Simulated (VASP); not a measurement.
Crystal: GeH4, in a box.

```xyz
5
Lattice="12.8009 0.0000 0.0000 0.0000 13.3009 0.0000 0.0000 0.0000 13.8009" Properties=species:S:1:pos:R:3 pbc="T T T"
Ge    6.4004    6.7004    6.9004
H     5.1314    6.2049    6.1969
H     6.1070    6.9194    8.3894
H     7.5114    5.6549    6.7469
H     6.8520    8.0226    6.2686
```

Base run:

| Property | Result |
| --- | --- |
| Program | VASP 6.6.1 |
| Functional | optB86b-vdW |
| Potentials or basis | VASP PAW PBE potentials, release 64 (Ge_d, H) |
| Cutoff | 400 eV |
| k mesh | 1 × 1 × 1 |
| Occupations | gaussian, width 0.01 eV |
| Spin | no spin polarisation |

Its results: gap between the frontier levels 7.26 eV; largest force 0.013 eV/Å.

Question: The run is repeated on the same cell with these changes: functional from optB86b-vdW to PBEsol. What comes out?

Answer: Gap between the frontier levels 7.49 eV; largest force 0.056 eV/Å.

Caveats: the PAW data sets were made with another functional, which shifts forces and pressure a little.

A k mesh can miss the band edges.

Not every run made on this cell is shown here.
